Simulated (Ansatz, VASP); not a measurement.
**Cross-check of Hf (Hafnium) between VASP and Ansatz**

One calculation is typed for both programs; each brings its own data sets and cutoff. How far apart do they land? The cell is taken from a series of VASP runs on this material, whose earlier steps may have relaxed, scaled or displaced it; both programs get it as it stands.

Calculated with Ansatz 0.2.0; plane waves, with VASP 6.6.1 beside it; relaxation of cell and atoms at PBE.

## Step 1: The starting structure

Symmetry: P6_3/mmc, No. 194, hexagonal system. The conventional cell has a = 3.197 Å, b = 3.197 Å, c = 5.058 Å, α = 90.00°, β = 90.00°, γ = 120.00°. Nearest to Hf lie 12 Hf at 3.13 to 3.20 Å.

## Step 2: Ansatz: relaxation of cell and atoms, PBE

Ansatz runs on its default PAW (the set named soft_2) files.

The relaxed volume is the usual yardstick between codes: its relative difference is about their pressure difference at one cell divided by the bulk modulus.

input.yaml

```yaml
crystal:
  lattice:
    - [3.1967, 0.0, 0.0]
    - [-1.59835, 2.7684234083, 0.0]
    - [0.0, 0.0, 5.0578]
  atoms:
    - { symbol: Hf, position: [0.6666666667, 0.3333333333, 0.75] }
    - { symbol: Hf, position: [0.3333333333, 0.6666666667, 0.25] }
hamiltonian:
  xc: pbe
  pseudopotentials: { kind: paw }
kpoints:
  mp_grid: { grid: [18, 18, 10] }
scf:
  occupations: { method: methfessel_paxton, width: 0.15 }
relax:
  f_tol: 0.01
  max_steps: 60
  cell: { stress_tol: 0.05 }
output:
  forces: true
  stress: true
```

Run with:

```
> ansatz run input.yaml --threads 4 --pin off --max-ram 9216MiB --backend cpu --events-out ev --progress --plain --runs-dir out
```

Numbers of over 12 decimals in the logs are rounded to 6 here.

Output:

```text
Engine: ansatz 0.2.0, aarch64-unknown-linux-gnu
Pseudopotentials: kind: paw
Pseudopotential: Hf, paw, valence charge 26, recommended cutoff 420 eV (normal), Hf.paw.azcp
Functional definition: PBE
  parameter kappa = 0.804
  parameter beta = 0.066725
  exchange = pbe_x(kappa = kappa, mu = beta*pi^2/3)
  correlation = pbe_c(beta = beta)
Crystal: 2 atoms, lattice volume = 44.761 Å³
Basis set: ecut = 420 eV, 881 PW (Γ), exchange–correlation on 48×48×72 points (8 copies of the dense FFT grid, shifted against one another)
Bands: 32, of which v1, the nominal top of the filled ones, is band 26 counted from 1 (25 counted from 0)
Symmetry: 24 space group operations
Space group: P63/mmc (ITA 194), of the structure as read, at distance tolerance 3.6e-5 Å
k-points: 222 of 3240
Non-local potential: Hf, projectors of the file, l = 0: 3, l = 1: 2, l = 2: 2, l = 3: 3
PAW form: soft (Blöchl's): semilocal exchange-correlation on the pseudo side does not see the compensation charge
PAW one-centre angular grid: Hf, 590 points (default); XC on 64 Gauss nodes
Initial density: superposition of atomic densities (neutral atoms: chi_scale 0, normalization atom), corrected by the library's trained network
Initial wavefunctions: pseudopotential atomic-orbital guess
Functional: x = pbe(κ = 0.804, μ = 0.219515), c = pbe(β = 0.066725)
SCF iter   1: F=—  HF=-31442.723406 eV  |F-HF|=—  |Δ(HF+E_count)|=         —  Δρ=3.18e-3  dr2=2.41e-3  ethr=1.77e-3  ⟨swp⟩=4.2  Hψ=23199  notcnv=0
preconditioner: auto → Kerker (q_TF=auto, 2.797 Å⁻¹)  [metal: Δε(μ)=0.013 eV  Ē_g=17.564 eV  σ=0.150 eV  W_gap=0.07  n_scr=22 (ndim 8)  ℏωp=38.5 eV  f_vac=0.000  D(μ)=1.36/eV (n_scr^D=8)]
SCF iter   2: F=—  HF=-31442.723666 eV  |F-HF|=—  |Δ(HF+E_count)|=   2.61e-4  S|Δr|=    0.00e0  Δρ=2.00e-3  dr2=1.05e-3  ethr=4.63e-6  ⟨swp⟩=2.1  Hψ=10423  notcnv=0
SCF iter   3: F=—  HF=-31442.723849 eV  |F-HF|=—  |Δ(HF+E_count)|=   1.83e-4  S|Δr|=    0.00e0  Δρ=3.29e-4  dr2=4.42e-5  ethr=2.03e-6  ⟨swp⟩=3.0  Hψ=12746  notcnv=0
SCF iter   4: F=—  HF=-31442.723846 eV  |F-HF|=—  |Δ(HF+E_count)|=   3.31e-6  S|Δr|=    0.00e0  Δρ=1.86e-4  dr2=9.05e-6  ethr=8.50e-8  ⟨swp⟩=2.0  Hψ=12741  notcnv=0
SCF iter   5: F=—  HF=-31442.723844 eV  |F-HF|=—  |Δ(HF+E_count)|=   2.29e-6  S|Δr|=    0.00e0  Δρ=5.52e-5  dr2=7.54e-7  ethr=1.74e-8  ⟨swp⟩=2.0  Hψ=10935  notcnv=0
SCF iter   6: F=-31442.723844 eV  HF=-31442.723844 eV  |F-HF|=2.67e-9  |Δ(HF+E_count)|=   4.36e-7  S|Δr|=    0.00e0  Δρ=1.35e-5  dr2=4.81e-8  ethr=1.92e-10  ⟨swp⟩=3.8  Hψ=34630  notcnv=0
SCF 1 converged in 6 iterations: F = -31442.723844 eV  dr2 = 4.81e-8
  greatest PAW one-centre occupation: 0.998 electrons in one spin orbital (limit 2), on the Hf atom at site 1 (counted from 0), in its partial waves of l = 0
relax step   1: F+E_penalty+E_count = -31442.72384426 eV  Δ(F+E_penalty+E_count) = +0.000e0 eV  max|allowed force component| = 1.943e-16 eV/Å  Δτ_max = 0.0000 Å  P = +0.741 GPa  Ω = 44.761 Å³  (6 SCF iters, dr2 threshold 1.00e-7 eV, accepted)
[...]
relax step   2: F+E_penalty+E_count = -31442.72293834 eV  Δ(F+E_penalty+E_count) = +9.059e-4 eV  max|allowed force component| = 1.923e-16 eV/Å  Δτ_max = 0.0000 Å  P = -1.024 GPa  Ω = 45.510 Å³  energy of the carried Pulay correction = -2.094e-4 eV  (5 SCF iters, dr2 threshold 2.00e-7 eV, rejected (line search))
[...]
relax step   3: F+E_penalty+E_count = -31442.72447807 eV  Δ(F+E_penalty+E_count) = -6.338e-4 eV  max|allowed force component| = 4.441e-16 eV/Å  Δτ_max = 0.0000 Å  P = -0.010 GPa  Ω = 45.073 Å³  energy of the carried Pulay correction = -8.780e-5 eV  (8 SCF iters, accepted)
[...]
relax step   4: F+E_penalty+E_count = -31442.72456440 eV  Δ(F+E_penalty+E_count) = -8.633e-5 eV  max|allowed force component| = 4.718e-16 eV/Å  Δτ_max = 0.0000 Å  P = -0.010 GPa  Ω = 45.073 Å³  stress off target by 2.35e-2 GPa  SCF on the basis re-selected at this cell (its energy is not comparable with the rows above)  (5 SCF iters)
basis re-selected at this cell: Δ(F+E_penalty+E_count) = -8.633e-5 eV, ΔP = +0.000 GPa vs the last step (what re-selecting the basis moved, of the pressure what is left beyond the Pulay correction that the steps carried, after the strain that the cell walked since its last selection, with what the two solves' SCF thresholds leave and, on support functions, any second-order correction that the steps lacked; it is no m [...]
SCF converged after 5 iterations
Stability not checked: this state was not tested for a lower state beside it, because cold or Methfessel-Paxton smearing, or corrected tetrahedra, fill the levels in a way that the test cannot read (fill_not_monotonic; see scf.lower_state_search)
Free energy (F): -31442.724564 eV
Harris-Foulkes:  -31442.724564 eV  (|F-HF|=3.64e-12)
Internal energy: -31442.726266 eV  (E = F + TS)
E sigma→0 (E₀):  -31442.724990 eV
Entropy (-TS):   0.001701 eV (0.851 meV/atom)
Fermi energy:    19.761791 eV
--- Per-component energies (eV) ---
  E_band       = 63.316543
  E_kinetic    = 847.886163
  E_local      = -10181.794899  (includes V_loc(G=0)·N_el)
  E_nonlocal   = -2488.744832
  E_hartree    = 4787.104996
  E_xc         = -600.129169
  E_vxc        = -532.252862  (∫ρ·V_xc dr)
  E_paw        = -13855.525302  (= ΣΔE_a)
  E_vpaw       = 2844.012990  (= ΣTr[D̂ρ^β])
  E_aug_tail   = -0.000002  (compensation charges beyond the density's cutoff)
  E_ewald      = -9951.523220
  E_smearing   = 0.001701  (= −TS)
  E_closure    = -0.000000  (closes the sum)
  Σ components = -31442.724564   (vs F -31442.724564, Δ=0.00e0)
--- Forces (eV/Å), atoms counted from 1 ---
  atom   1  Hf     0.00000000     0.00000000     0.00000000
  atom   2  Hf     0.00000000    -0.00000000     0.00000000
  max |Σ_I F_I| component: 1.85e-17 eV/Å
--- Stress (GPa, compression-positive) ---
       -0.003167      -0.000000       0.000000
        0.000000      -0.003167       0.000000
        0.000000       0.000000      -0.023510
  P = ⅓ Tr σ = -0.0099 GPa (-0.099 kbar)
--- Relaxed structure (3 steps of the walk, 2 accepted, 1 SCFs on fresh bases) ---
  F+E_penalty+E_count = -31442.72456440 eV   max|allowed force component| = 4.718e-16 eV/Å   (the final SCF, on the basis selected at the relaxed cell)
  cell:  # Å, volume = 45.0732 Å³
    - [3.205187, 0.0, 0.0]
    - [-1.602593, 2.775773, 2.208693151928983e-19]
    - [0.0, 4.035194974287261e-19, 5.066180]
  atoms:
    - { symbol: Hf, position: [0.666667, 0.333333, 0.75] }
    - { symbol: Hf, position: [0.333333, 0.666667, 0.25] }
```

Elapsed: 16 s, on 4 threads of Arm Neoverse V1, shared host; peak memory 0.51 GiB.

## Step 3: VASP: relaxation of cell and atoms, PBE

The same cell, functional, mesh and smearing now go to VASP, with its own data sets and cutoff.

Lines of VASP's logs that name or quote its potential files are left out, and so is its time.

INCAR

```
SYSTEM = Hf
PREC = Accurate
ENCUT = 520
EDIFF = 1E-07
NELM = 100
ISMEAR = 1
SIGMA = 0.15
LREAL = .FALSE.
ALGO = Normal
GGA = PE
NBANDS = 16
LASPH = .TRUE.
LORBIT = 11
LWAVE = .FALSE.
LCHARG = .FALSE.
KPAR = 4
IBRION = 2
NSW = 50
ISIF = 3
EDIFFG = -0.005
```

POSCAR

```
Hf
1.0
    3.1967000000      0.0000000000      0.0000000000
   -1.5983500000      2.7684234083      0.0000000000
    0.0000000000      0.0000000000      5.0578000000
Hf
2
Direct
    0.6666666667      0.3333333333      0.7500000000
    0.3333333333      0.6666666667      0.2500000000
```

KPOINTS

```
Automatic mesh
0
Gamma
18 18 10
0 0 0
```

Potentials, in the order of the species: Hf_pv (PBE family, release 64).

Run with:

```
> mpirun -np 4 vasp_std
```

Output:

```text
[banner, memory and clock lines left out]
running    4 mpi-ranks, on    1 nodes
 distrk:  each k-point on    1 cores,    4 groups
 distr:  one band on    1 cores,    1 groups

 POSCAR found type information on POSCAR Hf
 POSCAR found :  1 types and       2 ions
 LDA part: xc-table for (Slater+PW92), standard interpolation
 POSCAR, INCAR and KPOINTS ok, starting setup
 FFT: planning ... GRIDC
 FFT: planning ... GRID_SOFT
 FFT: planning ... GRID
 WAVECAR not read
 entering main loop
       N       E                     dE             d eps       ncg     rms          rms(c)
DAV:   1     0.476792136522E+02    0.47679E+02   -0.11489E+04  7128   0.119E+03
DAV:   2    -0.189410968220E+02   -0.66620E+02   -0.65217E+02  9448   0.252E+02
DAV:   3    -0.205539187066E+02   -0.16128E+01   -0.16059E+01  9464   0.267E+01
DAV:   4    -0.205669563377E+02   -0.13038E-01   -0.13030E-01  8760   0.291E+00
DAV:   5    -0.205671255233E+02   -0.16919E-03   -0.16918E-03  9408   0.275E-01    0.652E+01
DAV:   6    -0.200425751393E+02    0.52455E+00   -0.49794E-01  8488   0.481E+00    0.386E+01
DAV:   7    -0.198603822979E+02    0.18219E+00   -0.84367E-01  8736   0.599E+00    0.186E+00
DAV:   8    -0.198500363273E+02    0.10346E-01   -0.54459E-02  8224   0.160E+00    0.316E-01
DAV:   9    -0.198501428993E+02   -0.10657E-03   -0.11274E-03  9824   0.250E-01    0.194E-01
DAV:  10    -0.198501291378E+02    0.13761E-04   -0.61971E-05  8488   0.554E-02    0.243E-01
DAV:  11    -0.198501323697E+02   -0.32319E-05   -0.70883E-06  9280   0.204E-02    0.983E-03
DAV:  12    -0.198501324203E+02   -0.50590E-07   -0.46010E-07  9016   0.460E-03
   1 F= -.19850132E+02 E0= -.19850702E+02  d E =-.198501E+02
[...]
2 F= -.19850121E+02 E0= -.19850684E+02  d E =0.111562E-04
[...]
3 F= -.19850271E+02 E0= -.19850837E+02  d E =-.138545E-03
[...]
4 F= -.19850271E+02 E0= -.19850837E+02  d E =-.138575E-03
[...]
5 F= -.19850232E+02 E0= -.19850797E+02  d E =-.998431E-04
[...]
6 F= -.19850271E+02 E0= -.19850836E+02  d E =-.138385E-03
 curvature:  -0.00 expect dE=-0.100E-07 dE for cont linesearch -0.152E-09
 ZBRENT: accuracy reached
 trial: gam= 0.07933 g(F)=  0.265E-48 g(S)=  0.293E-04 ort =-0.159E-04 (trialstep = 0.902E+00)
 search vector abs. value=  0.303E-04
 bond charge predicted
       N       E                     dE             d eps       ncg     rms          rms(c)
DAV:   1    -0.198503401885E+02   -0.69483E-04   -0.36280E-03  7104   0.440E-01    0.551E-02
DAV:   2    -0.198502990787E+02    0.41110E-04   -0.58709E-05  9176   0.529E-02    0.229E-02
DAV:   3    -0.198502865125E+02    0.12566E-04   -0.15051E-05  9576   0.248E-02    0.194E-02
DAV:   4    -0.198502850762E+02    0.14363E-05   -0.39421E-06 10008   0.130E-02    0.101E-02
DAV:   5    -0.198502852260E+02   -0.14986E-06   -0.21941E-07  6296   0.322E-03    0.164E-03
DAV:   6    -0.198502852004E+02    0.25562E-07   -0.75720E-09  4016   0.634E-04
   7 F= -.19850285E+02 E0= -.19850849E+02  d E =-.143949E-04
 trial-energy change:   -0.000014  1 .order   -0.000014   -0.000025   -0.000003
 step:   1.0327(harm=  1.0327)  dis= 0.00000  next Energy=   -19.850285 (dE=-0.145E-04)
 reached required accuracy - stopping structural energy minimisation
```

OUTCAR, selected parts (step 3):

```text
ion  position               nearest neighbor table
   1  0.667  0.333  0.750-   2 3.13   2 3.13   2 3.13   2 3.13   2 3.13   2 3.13
   2  0.333  0.667  0.250-   1 3.13   1 3.13   1 3.13   1 3.13   1 3.13   1 3.13

  LATTYP: Found a hexagonal cell.
 ALAT       =     3.1967000000
 C/A-ratio  =     1.5821941377

 Subroutine GETGRP returns: Found 24 space group operations
 (whereof 12 operations were pure point group operations)

The static configuration has the point symmetry D_3d.
 The point group associated with its full space group is D_6h.

 Found    222 irreducible k-points:

   k-points           NKPTS =    222   k-points in BZ     NKDIM =    222   number of bands    NBANDS=     16

   dimension x,y,z NGX =    24 NGY =   24 NGZ =   40
   dimension x,y,z NGXF=    48 NGYF=   48 NGZF=   80

   ENCUT  =  520.0 eV  38.22 Ry    6.18 a.u.   5.94  5.94  9.40*2*pi/ulx,y,z

   NELECT =      20.0000    total number of electrons

 k-points in reciprocal lattice and weights: Automatic mesh
   0.00000000  0.00000000  0.00000000       0.000
   0.05555556 -0.00000000  0.00000000       0.002
   0.11111111 -0.00000000  0.00000000       0.002
   0.16666667 -0.00000000  0.00000000       0.002
   0.22222222  0.00000000  0.00000000       0.002
   0.27777778  0.00000000  0.00000000       0.002
   0.33333333 -0.00000000  0.00000000       0.002
   0.38888889 -0.00000000  0.00000000       0.002
   0.44444444  0.00000000  0.00000000       0.002
[...]
0.33333333  0.27777778  0.50000000       0.004
   0.33333333  0.33333333  0.50000000       0.001

 average (electrostatic) potential at core
       1 -37.4244       2 -37.4244

 E-fermi :   4.9125

 k-point     1 :       0.0000    0.0000    0.0000
  band No.  band energies     occupation
    ...
      4     -25.3264      2.00000
      5     -25.3219      2.00000
      6     -25.3219      2.00000
      7      -2.4742      2.00000
      8       1.2015      2.00000
      9       5.5388     -0.00000
     10       6.0720     -0.00000
     11       6.0720     -0.00000
     12       6.3666     -0.00000
     13       6.8939     -0.00000
    ...

 k-point     2 :       0.0556   -0.0000    0.0000
  band No.  band energies     occupation
    ...
      4     -25.3398      2.00000
      5     -25.3300      2.00000
      6     -25.3241      2.00000
      7      -2.3808      2.00000
      8       1.2940      2.00000
      9       5.4128     -0.00003
     10       5.7911     -0.00000
     11       6.1596     -0.00000
     12       6.5884     -0.00000
     13       6.7916     -0.00000
    ...

 k-point     3 :       0.1111   -0.0000    0.0000
  band No.  band energies     occupation
    ...
      4     -25.3907      2.00000
      5     -25.3411      2.00000
      6     -25.3308      2.00000
      7      -2.1067      2.00000
      8       1.5595      2.00000
      9       5.0716     -0.06063
     10       5.3458     -0.00034
     11       6.4203     -0.00000
     12       6.4950     -0.00000
     13       6.9277     -0.00000
    ...

  Total       -0.0021105     -0.0021105     -0.0064310     -0.0000000      0.0000000      0.0000000
  in kB       -0.0753235     -0.0753235     -0.2295158     -0.0000000      0.0000000      0.0000000
  external PRESSURE =      -0.1267209 kB  Pullay stress =       0.0000000 kB

  energy-cutoff  :      520.00
  volume of cell :       44.89
      direct lattice vectors                 reciprocal lattice vectors
     3.201634884 -0.000000000 -0.000000000     0.312340425  0.180329828  0.000000000
    -1.600817442  2.772697143 -0.000000000     0.000000000  0.360659657  0.000000000
    -0.000000000  0.000000000  5.057074975     0.000000000  0.000000000  0.197742767

 POSITION                                       TOTAL-FORCE (eV/Angst)
 -----------------------------------------------------------------------------------
      1.60082      0.92423      3.79281        -0.000000      0.000000      0.000000
     -0.00000      1.84846      1.26427         0.000000      0.000000      0.000000
 -----------------------------------------------------------------------------------
    total drift:                               -0.000000      0.000000     -0.000000

  FREE ENERGIE OF THE ION-ELECTRON SYSTEM (eV)
  ---------------------------------------------------
  free  energy   TOTEN  =       -19.8502852004 eV

  energy  without entropy=      -19.8519760634  energy(sigma->0) =      -19.85084882

 reached required accuracy - stopping structural energy minimisation

 total charge
# of ion       s       p       d       tot
------------------------------------------
    1        0.393   6.387   1.541   8.320
    2        0.393   6.387   1.541   8.320
--------------------------------------------------
tot          0.785  12.773   3.082  16.641

[... 3 further parts left out ...]
```

Harder data sets than Hf_pv exist (the GW ones), and pressures, volumes and forces can shift noticeably with them.

## Step 4: Comparison

Known differences besides the potentials themselves: both relaxations stop at a tolerance, which leaves soft axes loose, and VASP keeps its plane-wave basis; the data sets hold 52 valence electrons in Ansatz (default PAW (the set named soft_2) files) and 20 in VASP; the cutoff is 420 eV in Ansatz and 520 eV in VASP; Ansatz adds a Pulay correction to the stress that steers its cell, VASP none. Total energies have different zeros and are not compared.

Compared:

```
                                         quantity  Ansatz   VASP  difference
                                      volume (Å³)   45.07  44.89     +0.40 %
edge a after relaxation, in the typed setting (Å)   3.205  3.202     +0.11 %
edge c after relaxation, in the typed setting (Å)   5.066  5.057     +0.18 %
```

The walks stopped with -0.01 GPa left in Ansatz and -0.01 GPa in VASP; each walk ends within a tolerance, so the volume difference is uncertain by about these residues over the bulk modulus, most in soft cells.

## Step 5: Outcome

* difference in volume (relaxation of cell and atoms, PBE): 0.40 %

What this shows: The difference in volume is 0.40 % (relaxation of cell and atoms, PBE), within the 1.2 % picked in this series as the mark of a large difference, as far as the stopping tolerances let one tell. Such differences can come from data sets, numerical settings and the points named under the comparisons, not from the functional's error against experiment.

[Lines on the potential files, build, host, timing and source positions are cut from VASP's logs without a mark.]

[Logs are printed without paths, hosts, clocks, repeated set-up lines and the standing remarks that a program may print on its own settings, such as how far it seeks lower states.]

[Hosts, paths, dates, database ids (printed as entryN), source tags and the programs' standing remarks are cut or masked in the printed files.]
